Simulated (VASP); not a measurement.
Data:

```
TcN
1.0
    0.00000     2.26147     2.26147
    2.26147     0.00000     2.26147
    2.26147     2.26147     0.00000
Tc N
1 1
Direct
  0.00000   0.00000   0.00000
  0.75000   0.75000   0.75000
```

Calculation: PBEsol GGA, VASP's PBE PAW potentials (set 64) (plane waves; VASP). Settings: 520 eV cut-off, 16×16×16 Γ-centred mesh, tetrahedra with Blöchl corrections, potentials Tc_pv N.

The job: TcN (space group F-43m), 2 atoms, PBEsol, static run, 520 eV, 16×16×16 Γ-centred mesh. Roughly how much core time does it take on a busy server core?

About 20 core-seconds (one run on a shared machine, a rough figure). It had 145 irreducible k-points, 13 bands, up to 636 plane waves and 14 electronic steps.

The structure comes from a computed database's TcN entry (F-43m); how it stands against other phases isn't given here. It was relaxed first.
